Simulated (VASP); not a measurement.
Output of a VASP run:

**OSZICAR**
```
       N       E                     dE             d eps       ncg     rms          rms(c)
DAV:   1     0.428689084068E+03    0.42869E+03   -0.23064E+04  3144   0.165E+03
DAV:   2     0.284481241454E+02   -0.40024E+03   -0.39520E+03  3168   0.497E+02
DAV:   3    -0.171807625880E+02   -0.45629E+02   -0.43291E+02  4184   0.160E+02
DAV:   4    -0.193291825349E+02   -0.21484E+01   -0.20860E+01  3924   0.353E+01
DAV:   5    -0.194076077024E+02   -0.78425E-01   -0.77285E-01  4020   0.648E+00    0.271E+01
DAV:   6    -0.187501956876E+02    0.65741E+00   -0.12359E+00  4436   0.722E+00    0.162E+01
DAV:   7    -0.186604931140E+02    0.89703E-01   -0.57544E-01  3840   0.543E+00    0.113E+00
DAV:   8    -0.186480827289E+02    0.12410E-01   -0.88470E-02  3936   0.221E+00    0.437E-01
DAV:   9    -0.186481261174E+02   -0.43388E-04   -0.92342E-03  4228   0.639E-01    0.252E-01
DAV:  10    -0.186479102631E+02    0.21585E-03   -0.15906E-03  4108   0.348E-01    0.514E-02
DAV:  11    -0.186479168444E+02   -0.65813E-05   -0.10520E-04  3756   0.801E-02    0.250E-02
DAV:  12    -0.186479201548E+02   -0.33104E-05   -0.22943E-05  4464   0.419E-02    0.181E-02
DAV:  13    -0.186479196396E+02    0.51521E-06   -0.41503E-06  4096   0.148E-02    0.241E-03
DAV:  14    -0.186479197705E+02   -0.13089E-06   -0.27703E-07  2648   0.395E-03    0.231E-03
DAV:  15    -0.186479198283E+02   -0.57873E-07   -0.43107E-08  2172   0.186E-03
   1 F= -.18647920E+02 E0= -.18646712E+02  d E =-.241540E-02
```

**OUTCAR**
```
------------------------ aborting loop because EDIFF is reached ----------------------------------------
  FORCE on cell =-STRESS in cart. coord.  units (eV):
  Direction    XX          YY          ZZ          XY          YZ          ZX
  --------------------------------------------------------------------------------------
  Total        0.3312426      0.3269729     -0.5008068      0.0000000      0.0000000     -0.1780412
  in kB        3.5192159      3.4738534     -5.3207140      0.0000000      0.0000000     -1.8915601
  external PRESSURE =       0.5574518 kB  Pullay stress =       0.0000000 kB
  volume of cell :      150.80
      direct lattice vectors                 reciprocal lattice vectors
     4.079154657  0.000000000  0.000000000     0.245148832  0.000000000  0.000000000
     0.000000000  4.079154657  0.000000000     0.000000000  0.245148832  0.000000000
     0.000000000  0.000000000  9.062969515     0.000000000  0.000000000  0.110339111
 POSITION                                       TOTAL-FORCE (eV/Angst)
 -----------------------------------------------------------------------------------
      0.00000      2.03958      0.00000         0.022569      0.000000      0.000668
      2.03958      0.00000      4.53148        -0.070548      0.000000      0.002751
      4.05415      0.00000      2.26574         0.041809      0.000000     -0.003559
      0.00000      0.00000      6.79723         0.006170      0.000000      0.000140
 -----------------------------------------------------------------------------------
    total drift:                               -0.000075     -0.000000      0.000006
  FREE ENERGIE OF THE ION-ELECTRON SYSTEM (eV)
  ---------------------------------------------------
  free  energy   TOTEN  =       -18.6479198283 eV

  energy  without entropy=      -18.6455044249  energy(sigma->0) =      -18.64671213
```
(Selected blocks of OUTCAR.)

POSCAR:
```
DyBi
1
    4.0791546571     0.0000000000     0.0000000000
    0.0000000000     4.0791546571     0.0000000000
    0.0000000000     0.0000000000     9.0629695146
Dy Bi
2 2
Direct
  0.0000000000   0.5000000000   0.0000000000
  0.5000000000   0.0000000000   0.5000000000
 -0.0061287208   0.0000000000   0.2500000000
  0.0000000000   0.0000000000   0.7500000000
```

**Question.** Reconstruct the remaining input files.

**Answer.** This is not unique; one that fits is the input of the run itself, PBEsol GGA, plane waves, VASP's PBE PAW potentials (set 64).

### INCAR
```
SYSTEM  =  DyBi
LMAXMIX  =  6
ISIF  =  2   ! forces and stress, cell fixed
LASPH  =  T   ! aspherical one-centre terms
ALGO  =  Normal   ! blocked Davidson
LWAVE  =  F
EDIFF  =  1E-7   ! SCF stop (eV)
SIGMA  =  0.05
NELM  =  100
GGA  =  PS   ! PBEsol
LCHARG  =  F
ENCUT  =  480   ! plane-wave cut-off (eV)
PREC  =  Accurate
ISMEAR  =  0   ! Gaussian
LREAL  =  F
```

File KPOINTS:
```
K-points
0
gamma
 6 6 4
```

POTCAR, in this order: Dy_3 Bi_d (PBE.64 set). Program: vasp_std.

The 4f electrons are frozen in the core of the lanthanide potential, so 4f levels, which can set the real gap, and their magnetism are missing.

The structure was generated: DyBi was put into the PtS type (P4_2/mmc), which need not be its known phase. This cell was strained or had an atom moved on purpose.
